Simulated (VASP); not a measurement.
Data:

```yaml
crystal:
  lattice:
    - [4.15961, 0.00000, 0.00000]
    - [0.00000, 4.15961, 0.00000]
    - [0.00000, 0.00000, 4.15961]
  atoms:
    - { symbol: Ba, position: [0.00000, 0.00000, 0.00000] }
    - { symbol: Hf, position: [0.50000, 0.50000, 0.50000] }
    - { symbol: O, position: [0.50000, 0.00000, 0.50000] }
    - { symbol: O, position: [0.00000, 0.50000, 0.50000] }
    - { symbol: O, position: [0.50000, 0.50000, 0.00000] }
```

Level of theory: SCAN meta-GGA, VASP's PBE PAW potentials (set 64) (plane waves; VASP). Numerical set-up: 520 eV cut-off, 6×6×6 Γ-centred mesh, tetrahedra with Blöchl corrections, potentials Ba_sv Hf_pv O.

Unless said otherwise, spin-orbit coupling is left out, though it shifts the bands of the heavy elements here.

**Question.** Estimate the energy per atom (σ→0), band gap (over mesh and band path) with the smallest direct gap where there is one.

**Answer.** 
```json
{
 "band gap (over mesh and band path)": "4.07 eV",
 "smallest direct gap (over mesh and band path)": "4.28 eV",
 "energy per atom (σ→0)": "-2690.3 kJ/mol of atoms"
}
```

Total energies compare only between runs with the same potentials, cut-off and functional.

The compound is BaHfO3 in the cubic perovskite structure. It was relaxed first.
